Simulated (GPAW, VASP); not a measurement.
The input files of a VASP run:

### POSCAR
```
KI
4.899260
  0.0000000000   0.7071067876   0.7071067876
  0.7071067876   0.0000000000   0.7071067876
  0.7071067876   0.7071067876   0.0000000000
K I
1 1
Cartesian
  0.0000000000   0.0000000000   0.0000000000
  0.7071067876   0.7071067876   0.7071067876
```

File KPOINTS:
```
Automatic mesh
0
Gamma
4 4 4
0 0 0
```

### INCAR
```
LWAVE  =  .False.
ENCUT  =  300   ! plane-wave cut-off (eV)
LASPH  =  .True.
PREC  =  Accurate
LCHARG  =  .False.
EDIFF  =  1E-6   ! SCF stop (eV)
SYSTEM  =  KI
ALGO  =  Normal   ! blocked Davidson
GGA  =  PE
NELM  =  100   ! most electronic steps
ISMEAR  =  -1   ! Fermi-Dirac
LREAL  =  .False.   ! projection in real space or not
LMAXMIX  =  4
SIGMA  =  0.05   ! width (eV)
ISIF  =  2   ! forces and stress, cell fixed
```

POTCAR, in this order: K_sv I (PBE.64 set). Program: vasp_std.

Question: Write an input for GPAW that does the same calculation.

Answer: One input that does it (PBE, GPAW PAW datasets PBE (gpaw-data 1.0.1)):
```
from ase import Atoms
from ase.units import GPa
from gpaw import GPAW

atoms = Atoms(['K', 'I'],
              cell=[[0.000000, 3.464300, 3.464300],
                    [3.464300, 0.000000, 3.464300],
                    [3.464300, 3.464300, 0.000000]],
              scaled_positions=[[0.000000, 0.000000, 0.000000],
                                [0.500000, 0.500000, 0.500000]],
              pbc=True)

calc = GPAW(mode={'name': 'pw', 'ecut': 600},
            xc='PBE',
            kpts={'size': (4, 4, 4), 'gamma': True},
            occupations={'name': 'fermi-dirac', 'width': 0.05},
            nbands=-4,
            convergence={'density': 1e-05, 'energy': 1e-05, 'bands': -2},
            symmetry={'symmorphic': False, 'tolerance': 0.0005},
            maxiter=100)

atoms.calc = calc

energy = atoms.get_potential_energy()
print('Energy (eV):', round(energy, 6))
forces = atoms.get_forces()
print('Forces (eV/Ang):')
print(forces.round(5))
stress = atoms.get_stress()
print('Stress (GPa, Voigt):', (stress / GPa).round(4))
```
The two runs describe the same crystal, functional and task. Each code takes its own potentials, basis and convergence tests.

The structure is a typed KI crystal (Fm-3m). The cell was not relaxed at this level, and its volume differs by -5.9 % from the start's.
